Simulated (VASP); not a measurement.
An input for Quantum ESPRESSO's pw.x (written as the equivalent of a VASP run, and not itself run):

```
&CONTROL
  calculation = 'scf'
  pseudo_dir = './pseudo'
  outdir = './out'
  tprnfor = .true.
  tstress = .true.
/
&SYSTEM
  ibrav = 0
  nat = 4
  ntyp = 2
  ecutwfc = 98
  occupations = 'smearing'
  smearing = 'methfessel-paxton'
  degauss = 0.00735
  input_dft = 'vdw-df2'
  nspin = 2
  starting_magnetization(2) = -0.03
/
&ELECTRONS
  conv_thr = 7.3e-09
  electron_maxstep = 100
/
ATOMIC_SPECIES
  Al 26.982 Al.upf
  Ni 58.693 Ni.upf
CELL_PARAMETERS angstrom
     3.5664572    0.0000000    0.0000000
     0.0000000    3.5664572    0.0000000
     0.0000000    0.0000000    3.5664572
ATOMIC_POSITIONS crystal
  Al   0.0000000  0.0000000  0.0000000
  Ni   0.0000000  0.5000000  0.5000000
  Ni   0.5000000  0.0000000  0.5000000
  Ni   0.5000000  0.5000000  0.0000000
K_POINTS automatic
  8 8 8 0 0 0
```

### Question
Translate this input to VASP (INCAR, KPOINTS, POSCAR, choice of POTCAR).

### Answer
This is not unique; one that fits is 
**INCAR**
```
SYSTEM = Ni3Al
PREC = Accurate
ENCUT = 520
EDIFF = 1E-7
NELM = 100
ALGO = Normal
LREAL = .FALSE.
LASPH = .TRUE.
ISMEAR = 1
SIGMA = 0.1
GGA = ML
ZAB_VDW = -1.8867
LUSE_VDW = .TRUE.
AGGAC = 0.0
LMAXMIX = 4
ISPIN = 2
MAGMOM = 0.0 -0.3 -0.3 -0.3
LORBIT = 10
LWAVE = .FALSE.
LCHARG = .FALSE.
ISIF = 2
```

File KPOINTS:
```
Automatic mesh
0
Gamma
8 8 8
0 0 0
```

**POSCAR**
```
Ni3Al
1
    3.5664571856     0.0000000000     0.0000000000
    0.0000000000     3.5664571856     0.0000000000
    0.0000000000     0.0000000000     3.5664571856
Al Ni
1 3
Direct
  0.0000000000   0.0000000000   0.0000000000
  0.0000000000   0.5000000000   0.5000000000
  0.5000000000   0.0000000000   0.5000000000
  0.5000000000   0.5000000000   0.0000000000
```

POTCAR, in this order: Al Ni (PBE.64 set). Program: vasp_std.

What does not carry over: the potentials are each code's own (VASP's PAW set, PseudoDojo norm-conserving files in pw.x), so ENCUT and ecutwfc are chosen apart and not converted; conv_thr bounds pw.x's estimated SCF error, while EDIFF bounds the energy change between steps; starting_magnetization is a fraction of the valence charge and MAGMOM a moment in μB, so they match only roughly.

The compound is Ni3Al in the L1_2 structure. This cell is one point of a volume scan, at 0.94 of the reference volume.
